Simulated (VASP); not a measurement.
An input for Quantum ESPRESSO's pw.x (written as the equivalent of a VASP run, and not itself run):

```
&CONTROL
  calculation = 'scf'
  pseudo_dir = './pseudo'
  outdir = './out'
  tprnfor = .true.
  tstress = .true.
/
&SYSTEM
  ibrav = 0
  nat = 1
  ntyp = 1
  ecutwfc = 82
  occupations = 'smearing'
  smearing = 'methfessel-paxton'
  degauss = 0.00735
  input_dft = 'pbe'
/
&ELECTRONS
  conv_thr = 7.3e-08
  electron_maxstep = 100
/
ATOMIC_SPECIES
  Nb 92.906 Nb.upf
CELL_PARAMETERS angstrom
    -1.6500000    1.6500000    1.6500000
     1.6500000   -1.6500000    1.6500000
     1.6500000    1.6500000   -1.6500000
ATOMIC_POSITIONS crystal
  Nb   0.0000000  0.0000000  0.0000000
K_POINTS automatic
  14 14 14 0 0 0
```

Question: Translate this input to VASP (INCAR, KPOINTS, POSCAR, choice of POTCAR).

Answer: Several could match; the one computed here: 
**INCAR**
```
! general
SYSTEM =Nb
PREC   =Accurate
ENCUT  =700
LREAL  =F   ! projection in real space or not
LASPH  =T

! electronic loop
EDIFF  =1E-6   ! SCF stop (eV)
NELM   =100   ! most electronic steps
ALGO   =Normal   ! blocked Davidson
LMAXMIX=4

! smearing
ISMEAR =1
SIGMA  =0.1

! functional
GGA    =PE   ! PBE

! ions
ISIF   =2

! output
LWAVE  =F
LCHARG =F
```

**POSCAR**
```
Nb
1
   -1.6500000000     1.6500000000     1.6500000000
    1.6500000000    -1.6500000000     1.6500000000
    1.6500000000     1.6500000000    -1.6500000000
Nb
1
Direct
  0.0000000000   0.0000000000   0.0000000000
```

### KPOINTS
```
Regular mesh
0
gamma
  14 14 14
```

POTCAR, in this order: Nb_sv (PBE.64 set). Program: vasp_std.

Limits of the translation: the potentials are each code's own (VASP's PAW set, PseudoDojo norm-conserving files in pw.x), so ENCUT and ecutwfc are chosen apart and not converted; conv_thr bounds pw.x's estimated SCF error, while EDIFF bounds the energy change between steps.

The compound is Nb in the bcc structure. The cell was not relaxed at this level. The run is one of a series of settings (ENCUT = 700 against the base run), some of them coarse on purpose.
